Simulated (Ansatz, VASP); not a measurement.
## One calculation of Zr3MoF, two programs

```
Zr Mo F
1.0
     5.04132    0.00000    0.00000
     0.00000    5.04132    0.00000
     0.00000    0.00000    5.04132
Zr Mo F
3 1 1
Direct
  0.50000 0.00000 0.00000
  0.00000 0.50000 0.00000
  0.00000 0.00000 0.50000
  0.00000 0.00000 0.00000
  0.50000 0.50000 0.50000
```

Change from the starting cell: species swapped into the RbCaBr3 type (Pm-3m, No. 221).

Alike in both runs: functional PBE; k mesh 4 × 4 × 4; occupations gaussian, width 0.1 eV; collinear spin.

Ansatz relaxed the structure, and its values are those at the end. VASP's run is a single point on that final structure, the one shown.

```csv
,VASP,Ansatz
version,VASP 6.6.1,Ansatz 0.2.0
potentials or method,"VASP PAW PBE potentials, release 64 (Zr_sv, Mo_sv, F)","scalar-relativistic, plane waves, PAW"
plane-wave cutoff (eV),520,420
valence electrons in the cell,57,57
```

|  | VASP | Ansatz | Ansatz less VASP |
| --- | --- | --- | --- |
| gap on the k mesh at the Fermi level (eV) | none | none | - |
| pressure (GPa) | 0.1 | 0.0 | -0.07 |
| net moment per atom (μB) | 0.00 | 0.00 | 0.000 |

A gap of «none» marks a metal or a gap that the smearing closes. Ansatz warned: «filled_band_counts_differ_across_k_points».
